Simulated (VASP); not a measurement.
Pt: energy against strain

Pt (fcc, Fm-3m, 14.787 Å³/atom and stress up to 0.12 GPa in the relaxed cell, cube axes along x, y and z) under an equal strain ε along x and y, with z held. LDA in VASP (plane waves, PAW), 480 eV, 20×20×20 Γ-centred mesh, Methfessel-Paxton smearing 0.10 eV.

Here s stands for strain and y for E less E0.

```
strain (%)  E less E0 (meV/atom)
----------  --------------------
-1.50                      14.98
-1.00                       6.68
-0.50                       1.75
0.00                        0.00
0.50                        1.27
1.00                        5.38
1.50                       12.19
3.00                           ?
```

The 7 complete rows are fitted with a parabola, y against s. Least squares gives y = -0.002 - 0.8179·s + 6.0376·s². Residuals (row less fit): 0.171, -0.174, -0.166, 0.002, 0.172, 0.162, -0.166; standard error 0.206 (degrees of freedom: 4). Twice the quadratic coefficient over the volume, 2 × 6.0376 meV × 10⁴ × 0.1602 / 14.787 Å³, is the elastic constants 2(C11 + C12) = about 1300 GPa.

Q: Predict the withheld y at s = 3.00 from the fit, and compare with the calculation.

A: y = -0.002 - 0.8179 × 3.0 + 6.0376 × 3.0² = 51.883 meV/atom. The calculation gives 47.28 meV/atom, 4.603 meV/atom below the prediction (9.7 % of the range of y in the table). The row lies outside the fitted rows, so this is an extrapolation. From the scatter of the fitted rows alone, a prediction at this place has a standard error of 0.788 meV/atom, so the miss is 5.8 times that.

A polynomial of degree 3 through the 12 other runs of the series gives 47.11 there, so most of the miss is curvature that the fit leaves out. In a metal these values are sensitive to mesh and smearing; energies are taken to zero smearing, stresses follow the free energy. The runs aren't spin-polarised. Spin-orbit coupling is left out, which can shift these values for the heavy elements here. Rows are the converged runs of the series near zero and its far end; series whose fitted rows scatter by over a few per cent of the range, as at a crossing or softening among them, aren't shown in this form, nor equations of state whose B0' disagrees with the runs' pressures. Most that stay on the fit to the last digits aren't either.
